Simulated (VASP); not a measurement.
All values below come from LDA (Ceperley-Alder, Perdew-Zunger), VASP's LDA PAW potentials (set 64) (plane waves; VASP).

A VASP calculation is set up with these files.

### KPOINTS
```
Automatic mesh
0
Gamma
3 5 3
0 0 0
```

POSCAR:
```
VAs
1
    5.8432700000     0.0000000000     0.0000000000
    0.0000000000     3.3617100000     0.0000000000
    0.0000000000     0.0000000000     6.1883100000
V As
4 4
Direct
  0.0053500000   0.2500000000   0.8189000000
  0.9946500000   0.7500000000   0.1811000000
  0.4946500000   0.7500000000   0.3189000000
  0.5053500000   0.2500000000   0.6811000000
  0.1940500000   0.2500000000   0.4229600000
  0.8059500000   0.7500000000   0.5770400000
  0.3059500000   0.7500000000   0.9229600000
  0.6940500000   0.2500000000   0.0770400000
```

INCAR:
```
! general
SYSTEM  = VAs
PREC    = Accurate
ENCUT   = 300
LREAL   = .FALSE.
LASPH   = .TRUE.

! electronic loop
EDIFF   = 1E-6
NELM    = 100
ALGO    = Normal
LMAXMIX = 4

! smearing
ISMEAR  = -1
SIGMA   = 0.136

! ions
ISIF    = 2

! output
LWAVE   = .FALSE.
LCHARG  = .FALSE.
```

POTCAR, in this order: V_sv As (LDA.64 set). Program: vasp_std.

What VASP printed:

OSZICAR:
```
       N       E                     dE             d eps       ncg     rms          rms(c)
DAV:   1     0.682562168060E+03    0.68256E+03   -0.31630E+04  1256   0.117E+03
DAV:   2    -0.966813014493E+01   -0.69223E+03   -0.67879E+03  1117   0.438E+02
DAV:   3    -0.716349221221E+02   -0.61967E+02   -0.60650E+02  1375   0.112E+02
DAV:   4    -0.740008640210E+02   -0.23659E+01   -0.23386E+01  1264   0.199E+01
DAV:   5    -0.740413812534E+02   -0.40517E-01   -0.40375E-01  1272   0.277E+00    0.382E+01
DAV:   6    -0.692598893377E+02    0.47815E+01   -0.12851E+02  1346   0.594E+01    0.137E+01
DAV:   7    -0.662841132229E+02    0.29758E+01   -0.41279E+01  1308   0.342E+01    0.942E+00
DAV:   8    -0.659324595512E+02    0.35165E+00   -0.30739E+00  1231   0.918E+00    0.118E+00
DAV:   9    -0.659337895093E+02   -0.13300E-02   -0.10131E-01  1372   0.133E+00    0.522E-01
DAV:  10    -0.659315160917E+02    0.22734E-02   -0.20526E-02  1304   0.934E-01    0.230E-01
DAV:  11    -0.659311545814E+02    0.36151E-03   -0.30127E-03  1378   0.282E-01    0.410E-02
DAV:  12    -0.659311576519E+02   -0.30705E-05   -0.95875E-05  1272   0.447E-02    0.120E-02
DAV:  13    -0.659311569257E+02    0.72614E-06   -0.15670E-05  1157   0.187E-02    0.465E-03
DAV:  14    -0.659311571213E+02   -0.19556E-06   -0.41592E-06   744   0.644E-03
   1 F= -.65931157E+02 E0= -.65759031E+02  d E =-.344251E+00
```

File OUTCAR:
```
------------------------ aborting loop because EDIFF is reached ----------------------------------------
  FORCE on cell =-STRESS in cart. coord.  units (eV):
  Direction    XX          YY          ZZ          XY          YZ          ZX
  --------------------------------------------------------------------------------------
  Total       -5.6739261     -6.3818509     -4.8357195      0.0000000      0.0000000      0.0000000
  in kB      -74.7835354    -84.1141338    -63.7357968      0.0000000      0.0000000      0.0000000
  external PRESSURE =     -74.2111553 kB  Pullay stress =       0.0000000 kB
  volume of cell :      121.56
      direct lattice vectors                 reciprocal lattice vectors
     5.843270000  0.000000000  0.000000000     0.171137052  0.000000000  0.000000000
     0.000000000  3.361710000  0.000000000     0.000000000  0.297467658  0.000000000
     0.000000000  0.000000000  6.188310000     0.000000000  0.000000000  0.161595007
 POSITION                                       TOTAL-FORCE (eV/Angst)
 -----------------------------------------------------------------------------------
      0.03126      0.84043      5.06761         0.050690      0.000000     -0.174213
      5.81201      2.52128      1.12070        -0.050690     -0.000000      0.174213
      2.89037      2.52128      1.97345        -0.050690      0.000000     -0.174213
      2.95290      0.84043      4.21486         0.050690      0.000000      0.174213
      1.13389      0.84043      2.61741         0.081007      0.000000      0.034762
      4.70938      2.52128      3.57090        -0.081007     -0.000000     -0.034762
      1.78775      2.52128      5.71156        -0.081007     -0.000000      0.034762
      4.05552      0.84043      0.47675         0.081007      0.000000     -0.034762
 -----------------------------------------------------------------------------------
    total drift:                                0.000000     -0.000000     -0.000000
  FREE ENERGIE OF THE ION-ELECTRON SYSTEM (eV)
  ---------------------------------------------------
  free  energy   TOTEN  =       -65.9311571213 eV

  energy  without entropy=      -65.5869058233  energy(sigma->0) =      -65.75903147
```
(Selected blocks of OUTCAR.)

OUTCAR:
```
 val. band max:        8.4901837326   @ k =   0.3333   0.0000   0.0000

 cond. band min:       8.5286577505   @ k =   0.3333   0.0000   0.0000


 Fermi energy:         8.5155705629

 k-point     1 :       0.0000    0.0000    0.0000
  band No.  band energies     occupation
      1     -54.9528      2.00000
      2     -54.9381      2.00000
      3     -54.9148      2.00000
      4     -54.9004      2.00000
      5     -29.3492      2.00000
      6     -29.3476      2.00000
      7     -29.3255      2.00000
      8     -29.2942      2.00000
      9     -29.2821      2.00000
     10     -29.2760      2.00000
     11     -29.2078      2.00000
     12     -29.2001      2.00000
     13     -29.1847      2.00000
     14     -29.1525      2.00000
     15     -29.1259      2.00000
     16     -29.1171      2.00000
     17      -5.0845      2.00000
     18      -3.1764      2.00000
     19      -2.1932      2.00000
     20      -2.1479      2.00000
     21       2.3881      2.00000
     22       2.5189      2.00000
     23       4.3994      2.00000
     24       4.5894      2.00000
     25       4.7610      2.00000
     26       6.0286      2.00000
     27       6.1426      2.00000
     28       6.4308      2.00000
     29       6.7152      2.00000
     30       7.1763      1.99989
     31       7.2435      1.99983
     32       7.4234      1.99935
     33       8.1355      1.88479
     34       8.2712      1.71547
     35       8.3622      1.51081
     36       8.5678      0.81039
     37       8.5831      0.75661
     38       8.8375      0.17146
     39       8.9706      0.06806
     40       9.2950      0.00647
     41       9.6220      0.00059
     42       9.7599      0.00021
     43       9.7916      0.00017

 k-point     2 :       0.3333    0.0000    0.0000
  band No.  band energies     occupation
      1     -54.9491      2.00000
      2     -54.9418      2.00000
      3     -54.9112      2.00000
      4     -54.9040      2.00000
      5     -29.3494      2.00000
...
```

At this cut-off the stress carries a Pulay error, which pulls relaxed volumes low.

The structure comes from a computed database's VAs entry; how it stands against other phases isn't given here. The cell was not relaxed at this level. The k-mesh is coarse (spacing up to 0.37 per Å, 2π included), so the numbers may not be converged in it. The run is not spin-polarised, so no magnetic state was tried.
